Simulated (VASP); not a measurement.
```
Ti16Si
1.0
    5.84378     0.00000     0.00000
    2.92189     5.06086     0.00000
    0.00000     0.00000    20.80600
Ti Si
16 1
Direct
  0.83333   0.33333   0.33302
  0.33333   0.33333   0.33302
  0.83333   0.83333   0.33302
  0.33333   0.83333   0.33302
  0.00000   0.00000   0.44434
  0.50000   0.00000   0.44434
  0.00000   0.50000   0.44434
  0.50000   0.50000   0.44434
  0.83333   0.33333   0.55566
  0.33333   0.33333   0.55566
  0.83333   0.83333   0.55566
  0.33333   0.83333   0.55566
  0.00000   0.00000   0.66698
  0.50000   0.00000   0.66698
  0.00000   0.50000   0.66698
  0.50000   0.50000   0.66698
  0.25000   0.00000   0.76368
```

All values below come from PBE GGA, VASP's PBE PAW potentials (set 64) (plane waves; VASP). Settings: PREC = Normal, EDIFF = 1E-5, 400 eV cut-off, 5×5×1 Γ-centred mesh, first-order Methfessel-Paxton smearing of 0.10 eV, potentials Ti Si.

Q: The ions are relaxed. Predict the relaxed structure.

A: 
```
Ti16Si
1.0
    5.84378     0.00000     0.00000
    2.92189     5.06086     0.00000
    0.00000     0.00000    20.80600
Ti Si
16 1
Cartesian
  5.86304   1.72956   7.07166
  2.90263   1.72956   7.07166
  7.30472   4.19221   7.04656
  4.38283   4.20284   6.96750
  0.00553   0.00696   9.12840
  2.91636   0.00696   9.12840
  7.30472   2.54532   9.30601
  4.38283   2.53876   9.17118
  5.91804   1.81260  11.68927
  2.84762   1.81260  11.68927
  7.30472   4.23712  11.66554
  4.38283   4.29988  11.44187
  0.06654   0.04024  13.72815
  2.85535   0.04024  13.72815
  7.30472   2.62440  14.09064
  4.38283   2.67952  13.74193
  4.38283   4.30116  15.67087
```

Q: How much energy does the relaxation gain?

A: The energy (σ→0) changes by -52.2 meV/atom, in 28 ionic steps.

The cell is a thin slab with vacuum, built from Ti (hcp): (001) face, Si adsorbed.
